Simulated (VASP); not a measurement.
Data:

```xyz
1
Lattice="0.0000 3.0400 3.0400 3.0400 0.0000 3.0400 3.0400 3.0400 0.0000" Properties=species:S:1:pos:R:3 pbc="T T T"
Sr     0.0000     0.0000     0.0000
```

Calculation: rev-vdW-DF2, VASP's PBE PAW potentials (set 64) (plane waves; VASP). Numerical set-up: 520 eV cut-off, 9×9×9 Γ-centred mesh, first-order Methfessel-Paxton smearing of 0.10 eV, potentials Sr_sv.

Energy and stress use the plane-wave basis of the starting cell.

Problem. The ions, cell shape and volume are relaxed. Which structure does the run end with?

Solution. 
```xyz
1
Lattice="0.0000 2.9670 2.9670 2.9670 0.0000 2.9670 2.9670 2.9670 0.0000" Properties=species:S:1:pos:R:3 pbc="T T T"
Sr     0.0000     0.0000     0.0000
```
Space group Fm-3m (225), at a tolerance of 0.03 Å.

Problem. How do energy and volume change from the first to the last step?

Solution. The energy (σ→0) changes by -11.0 meV/atom and the volume by -7.0 %, in 4 ionic steps.

The compound is Sr in the fcc structure. This run relaxes it. Symmetry was kept, so distortions that lower it aren't found.
